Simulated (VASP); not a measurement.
```yaml
crystal:
  lattice:
    - [4.07633, 0.00000, 0.00000]
    - [0.00000, 4.07633, 0.00000]
    - [0.00000, 0.00000, 4.07633]
  atoms:
    - { symbol: Sc, position: [0.00000, 0.00000, 0.00000] }
    - { symbol: Al, position: [0.00000, 0.50000, 0.50000] }
    - { symbol: Al, position: [0.50000, 0.00000, 0.50000] }
    - { symbol: Al, position: [0.50000, 0.50000, 0.00000] }
```

The numbers are results of revTPSS meta-GGA, VASP's PBE PAW potentials (set 64) (plane waves; VASP), not measurements. Settings: 520 eV cut-off, 9×9×9 Γ-centred mesh, tetrahedra with Blöchl corrections, potentials Sc_sv Al.

The cores are frozen, which limits the accuracy of field gradients.

Q: Give the principal components of the electric field gradient (V/Å²) and the asymmetry η at each nucleus.

A: 
```
atom   Vxx   Vyy   Vzz     η
----  ----  ----  ----  ----
Sc1    0.0   0.0   0.0     -
Al2   -9.7  -9.7  19.4  0.00
Al3   -9.7  -9.7  19.4  0.00
Al4   -9.7  -9.7  19.4  0.00
```

The compound is Al3Sc in the L1_2 structure. It was relaxed first.
